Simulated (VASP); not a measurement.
```yaml
crystal:
  lattice:
    - [3.51857, 0.00000, 0.00000]
    - [0.00000, 3.51857, 0.00000]
    - [0.00000, 0.00000, 3.51857]
  atoms:
    - { symbol: Al, position: [0.00000, 0.00000, 0.00000] }
    - { symbol: Ni, position: [0.00000, 0.50000, 0.50000], spin: 0.2 }
    - { symbol: Ni, position: [0.50000, 0.00000, 0.50000], spin: 0.2 }
    - { symbol: Ni, position: [0.50000, 0.50000, 0.00000], spin: 0.2 }
```

All values below come from PBEsol GGA, VASP's PBE PAW potentials (set 64) (plane waves; VASP 6.6.1). Settings: 400 eV cut-off, 10×10×10 Γ-centred mesh, tetrahedra with Blöchl corrections, potentials Al Ni.

The cores are frozen, which limits the accuracy of field gradients.

Q: Give the principal components of the electric field gradient (V/Å²) and the asymmetry η at each nucleus.

A: 
| atom | Vxx | Vyy | Vzz | η |
|---|---|---|---|---|
| Al1 | 0.0 | 0.0 | 0.0 | - |
| Ni2 | 4.9 | 4.9 | -9.8 | 0.00 |
| Ni3 | 4.9 | 4.9 | -9.8 | 0.00 |
| Ni4 | 4.9 | 4.9 | -9.8 | 0.00 |

The compound is Ni3Al in the L1_2 structure. It was relaxed first.
